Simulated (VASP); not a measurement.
Calculation: PBE GGA, VASP's PBE PAW potentials (set 64) (plane waves; VASP 6.6.1).

VASP ran on this input.

POSCAR:
```
Cl
1
    1.5200000000    -4.8064230000     0.0000000000
    1.5200000000     4.8064230000     0.0000000000
    0.0000000000     0.0000000000     4.0149550000
Cl
4
Direct
  0.3983200000   0.6016800000   0.5805600000
  0.6016800000   0.3983200000   0.4194400000
  0.8983200000   0.1016800000   0.9194400000
  0.1016800000   0.8983200000   0.0805600000
```

KPOINTS:
```
Automatic mesh
0
Gamma
7 7 5
0 0 0
```

**INCAR**
```
ALGO = VeryFast
EDIFF = 1E-6
ENCUT = 400
GGA = PE
ISIF = 2
ISMEAR = 0
LASPH = .TRUE.
LCHARG = .FALSE.
LREAL = .FALSE.
LWAVE = .FALSE.
NELM = 100
PREC = Accurate
SIGMA = 0.05
SYSTEM = Cl
```

POTCAR, in this order: Cl (PBE.64 set). Program: vasp_std.

Output of the run:

File OUTCAR:
```
 ion  position               nearest neighbor table
   1  0.398  0.602  0.581-   3 2.04   3 2.04   2 2.06
   2  0.602  0.398  0.419-   4 2.04   4 2.04   1 2.06
   3  0.898  0.102  0.919-   1 2.04   1 2.04   4 2.06
   4  0.102  0.898  0.081-   2 2.04   2 2.04   3 2.06
  LATTYP: Found a base centered orthorhombic cell.
 ALAT       =     3.0400000000
 B/A-ratio  =     3.1621203947
 C/A-ratio  =     1.3207088816
 Subroutine PRICEL returns:
 Original cell was already a primitive cell.
 Subroutine GETGRP returns: Found  8 space group operations
The static configuration has the point symmetry C_2h.
 The point group associated with its full space group is D_2h.
The dynamic configuration has the point symmetry C_2h.
 Subroutine INISYM returns: Found  8 space group operations
 Subroutine IBZKPT returns following result:
 Found     48 irreducible k-points:

 Following reciprocal coordinates:
            Coordinates               Weight
  0.000000  0.000000  0.000000      1.000000
  0.142857 -0.000000  0.000000      4.000000
  0.285714 -0.000000  0.000000      4.000000
  0.428571 -0.000000  0.000000      4.000000
  0.142857  0.142857  0.000000      2.000000
  0.285714  0.142857  0.000000      4.000000
  0.428571  0.142857  0.000000      4.000000
 -0.428571  0.142857  0.000000      4.000000
 -0.285714  0.142857  0.000000      4.000000
 -0.142857  0.142857  0.000000      2.000000
  0.285714  0.285714  0.000000      2.000000
  0.428571  0.285714  0.000000      4.000000
 -0.428571  0.285714  0.000000      4.000000
 -0.285714  0.285714  0.000000      2.000000
  0.428571  0.428571  0.000000      2.000000
 -0.428571  0.428571  0.000000      2.000000
  0.000000  0.000000  0.200000      2.000000
  0.142857 -0.000000  0.200000      8.000000
  0.285714 -0.000000  0.200000      8.000000
...
```

File OSZICAR:
```
       N       E                     dE             d eps       ncg     rms          rms(c)
RMM:   1     0.334363951434E+03    0.33436E+03   -0.90975E+03   864   0.102E+03
RMM:   2     0.107479913766E+03   -0.22688E+03   -0.22989E+03   864   0.263E+02
RMM:   3     0.433960760970E+02   -0.64084E+02   -0.66883E+02   864   0.137E+02
RMM:   4     0.214257061783E+02   -0.21970E+02   -0.20178E+02   864   0.875E+01
RMM:   5     0.131383744729E+02   -0.82873E+01   -0.74884E+01   864   0.460E+01
RMM:   6     0.944813743721E+01   -0.36902E+01   -0.32045E+01   864   0.313E+01
RMM:   7     0.759922212569E+01   -0.18489E+01   -0.15823E+01   864   0.187E+01
RMM:   8     0.659400198544E+01   -0.10052E+01   -0.84127E+00   864   0.136E+01
RMM:   9     0.561519683396E+01   -0.97881E+00   -0.87129E+00  2319   0.857E+00
RMM:  10     0.540921708699E+01   -0.20598E+00   -0.77554E-01  2234   0.255E+00
RMM:  11     0.539443129022E+01   -0.14786E-01   -0.69316E-02  2237   0.927E-01
RMM:  12     0.539250592960E+01   -0.19254E-02   -0.18495E-02  2229   0.437E-01    0.606E+01
RMM:  13     0.542298050810E+01    0.30475E-01   -0.35357E-02  2005   0.121E+00    0.359E+01
RMM:  14     0.542641698011E+01    0.34365E-02   -0.71224E-02  2216   0.171E+00    0.599E-01
RMM:  15     0.542707015571E+01    0.65318E-03   -0.54532E-03  1980   0.521E-01    0.160E-01
RMM:  16     0.542701862880E+01   -0.51527E-04   -0.14904E-03  2038   0.232E-01    0.362E-02
RMM:  17     0.542699815575E+01   -0.20473E-04   -0.31066E-04  2089   0.886E-02    0.216E-02
RMM:  18     0.542699126992E+01   -0.68858E-05   -0.10179E-04  2083   0.435E-02    0.553E-03
RMM:  19     0.542698766913E+01   -0.36008E-05   -0.36210E-05  1900   0.200E-02    0.462E-03
RMM:  20     0.542698608725E+01   -0.15819E-05   -0.16090E-05  1287   0.896E-03    0.249E-03
RMM:  21     0.542698516915E+01   -0.91810E-06   -0.82028E-06  1191   0.471E-03
   1 F= 0.54269852E+01 E0= 0.54274609E+01  d E =-.951492E-03
```

### OUTCAR
```
------------------------ aborting loop because EDIFF is reached ----------------------------------------
  FORCE on cell =-STRESS in cart. coord.  units (eV):
  Direction    XX          YY          ZZ          XY          YZ          ZX
  --------------------------------------------------------------------------------------
  Total       33.4706053     22.2340828     28.3805996      0.0000000      0.0000000      0.0000000
  in kB      914.1088099    607.2304568    775.0967120      0.0000000      0.0000000      0.0000000
  external PRESSURE =     765.4786596 kB  Pullay stress =       0.0000000 kB
  volume of cell :       58.66
      direct lattice vectors                 reciprocal lattice vectors
     1.520000000 -4.806423000  0.000000000     0.328947368 -0.104027465  0.000000000
     1.520000000  4.806423000  0.000000000     0.328947368  0.104027465  0.000000000
     0.000000000  0.000000000  4.014955000     0.000000000  0.000000000  0.249068794
 POSITION                                       TOTAL-FORCE (eV/Angst)
 -----------------------------------------------------------------------------------
      1.52000      0.97743      2.33092         0.000000      4.797695     -5.878997
      1.52000     -0.97743      1.68403         0.000000     -4.797695      5.878997
      1.52000     -3.82899      3.69151         0.000000      4.797695      5.878997
      1.52000      3.82899      0.32344         0.000000     -4.797695     -5.878997
 -----------------------------------------------------------------------------------
    total drift:                                0.000000     -0.000000     -0.000000
  FREE ENERGIE OF THE ION-ELECTRON SYSTEM (eV)
  ---------------------------------------------------
  free  energy   TOTEN  =         5.4269851691 eV

  energy  without entropy=        5.4279366615  energy(sigma->0) =        5.42746092
```
(Selected blocks of OUTCAR.)

The structure was generated: Cl was put into the black-P type (Cmce), which need not be its known phase. The cell was not relaxed at this level. The k-mesh is coarse (spacing up to 0.31 per Å, 2π included), so the numbers may not be converged in it. The run is one of a series of settings (ALGO = VeryFast against the base run), some of them coarse on purpose.
